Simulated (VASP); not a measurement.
Method: PBEsol GGA, VASP's PBE PAW potentials (set 64) (plane waves; VASP).

VASP input:

**INCAR**
```
SYSTEM = K
PREC = Accurate; ENCUT = 400; LREAL = .FALSE.
LASPH = .TRUE.
EDIFF = 1E-6; NELM = 100; ALGO = Normal
ISMEAR = 1; SIGMA = 0.1
GGA = PS
IBRION = 2; NSW = 60; ISIF = 3
EDIFFG = -0.01
LWAVE = .FALSE.; LCHARG = .FALSE.
```

POSCAR:
```
K
1.0
  4.3108640000   0.0000000000   0.0000000000
  0.0000000000   4.3108640000   0.0000000000
  0.0000000000   0.0000000000   4.3108640000
K
1
Cartesian
  0.0000000000   0.0000000000   0.0000000000
```

File KPOINTS:
```
Automatic mesh
0
Gamma
8 8 8
0 0 0
```

POTCAR, in this order: K_sv (PBE.64 set). Program: vasp_std.

Question: What will the output report for the number of irreducible k-points (NKPTS), number of bands (NBANDS), largest plane-wave count, number of space-group operations, FFT grid (NGX, NGY, NGZ)?

Answer: 
The number of irreducible k-points (NKPTS) comes out as 35 and the number of bands (NBANDS) is 8. The largest plane-wave count is 1472. The number of space-group operations is 48 and the FFT grid (NGX, NGY, NGZ) is 28 × 28 × 28.

The structure was generated: K was put into the simple-cubic type (Pm-3m), which need not be its known phase. This run relaxes it. Symmetry was kept, so distortions that lower it aren't found.
